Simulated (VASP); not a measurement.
A run of VASP 6.6.1 is set up as follows.

File INCAR:

```
SYSTEM = Sr2Re
  PREC = Accurate
  ENCUT = 520
  EDIFF = 1E-7
  ISMEAR = -1
  SIGMA = 0.05
  LREAL = .False.
  LASPH = .True.
  NELM = 100
  ALGO = Normal
  ISIF = 2
  LWAVE = .False.
  LCHARG = .False.
  GGA = PE
  NBANDS = 20
```

KPOINTS

```
regular mesh
0
Gamma
  7 7 7
  0 0 0
```

Contents of POSCAR:

```
Sr2Re
1.0
    0.0000000000      3.2995233600      3.2995233600
    3.2995233600      0.0000000000      3.2995233600
    3.2995233600      3.2995233600      0.0000000000
Sr Re
2 1
Direct
    0.2500000000      0.2500000000      0.2500000000
    0.5000000000      0.5000000000      0.5000000000
    0.0000000000      0.0000000000      0.0000000000
```

Potentials or basis: VASP PAW PBE potentials, release 64 (Sr_sv, Re).

The run is started by

```console
$ cat potpaw_PBE.64/Sr_sv/POTCAR potpaw_PBE.64/Re/POTCAR > POTCAR
$ mpirun -np 1 vasp_std > vasp.out
```

Task: Estimate the pressure.

Result: 15.4 GPa.

Task: Estimate the band gap on the k mesh.

Result: None (metal or under the smearing width).

Caveat: so large a pressure means that the cell lies far from this level's equilibrium, or that cutoff or potentials fall short. The run has no spin-orbit coupling, so splittings on Re are missing.
